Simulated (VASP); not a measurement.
A convergence study with VASP on FePt (L1_0): one setting is varied, all else stays as given below, so the limit is that of these other settings.

```
CELL_PARAMETERS angstrom
      2.72000     0.00000     0.00000
      0.00000     2.72000     0.00000
      0.00000     0.00000     3.71000
ATOMIC_POSITIONS crystal
  Fe 0.00000 0.00000 0.00000
  Pt 0.50000 0.50000 0.50000
```
Starting moments (μB, in the order of the record's atoms Fe Pt): 3.0 0.0.

The numbers are results of PBE GGA, VASP's PBE PAW potentials (set 64) (plane waves; VASP), not measurements. The tightest run used: 550 eV cut-off, 23×23×17 Γ-centred mesh, first-order Methfessel-Paxton smearing of 0.10 eV, potentials Fe Pt.

**Question.** The settings run are 1×1×1 mesh; 2×2×1 mesh; 3×3×2 mesh; 4×4×3 mesh; 5×5×4 mesh; 6×6×4 mesh; 7×7×5 mesh; 8×8×6 mesh; 9×9×7 mesh; 10×10×7 mesh; 12×12×9 mesh; 13×13×10 mesh; 14×14×10 mesh; 15×15×11 mesh; 16×16×12 mesh; 17×17×12 mesh; 18×18×13 mesh; 19×19×14 mesh; 20×20×15 mesh; 21×21×15 mesh; 22×22×16 mesh; 23×23×17 mesh. From which on does the energy per atom stay within 0.002 eV/atom of the tightest run?

**Answer.** From 9×9×7 mesh on: it is off by 0.0003 there and by no more than 0.002 in any finer run, while 8×8×6 mesh is off by 0.0082.
```
setting        E (eV/atom)  pressure (GPa)  moment (μB)  irreducible k-points  difference judged (eV/atom)
-------------  -----------  --------------  -----------  --------------------  ---------------------------
1×1×1 mesh         -9.7040           10.63        4.013                     1                       2.3055
2×2×1 mesh         -6.6127           26.09        3.483                     3                       0.7858
3×3×2 mesh         -7.3631            7.49        3.550                     6                       0.0354
4×4×3 mesh         -7.4225            3.92        3.283                    12                       0.0240
5×5×4 mesh         -7.3576            6.24        3.521                    18                       0.0409
6×6×4 mesh         -7.4080            3.45        3.261                    30                       0.0095
7×7×5 mesh         -7.3881            4.10        3.220                    30                       0.0104
8×8×6 mesh         -7.4067            4.28        3.317                    60                       0.0082
9×9×7 mesh         -7.3982            4.30        3.257                    60                       0.0003
10×10×7 mesh       -7.3985            4.10        3.264                    84                       0.0001
12×12×9 mesh       -7.3970            4.28        3.273                   140                       0.0015
13×13×10 mesh      -7.3997            4.00        3.261                   168                       0.0012
14×14×10 mesh      -7.3986            4.06        3.257                   216                       0.0001
15×15×11 mesh      -7.3995            4.04        3.259                   216                       0.0010
16×16×12 mesh      -7.3992            4.23        3.276                   315                       0.0006
17×17×12 mesh      -7.3985            4.12        3.264                   315                       0.0000
18×18×13 mesh      -7.3985            4.18        3.274                   385                       0.0000
19×19×14 mesh      -7.3985            4.17        3.273                   440                       0.0000
20×20×15 mesh      -7.3990            4.11        3.268                   528                       0.0005
21×21×15 mesh      -7.3987            4.15        3.269                   528                       0.0002
22×22×16 mesh      -7.3987            4.18        3.274                   702                       0.0002
23×23×17 mesh      -7.3985            4.18        3.277                   702                       0.0000
```

Left out are rungs that failed or repeat a setting and relaxations that didn't move; long series are thinned to 24 rows.

The compound is FePt in the L1_0 structure. The cell was not relaxed at this level. The spin order is the one that the start imposed; others were not tried in this run.
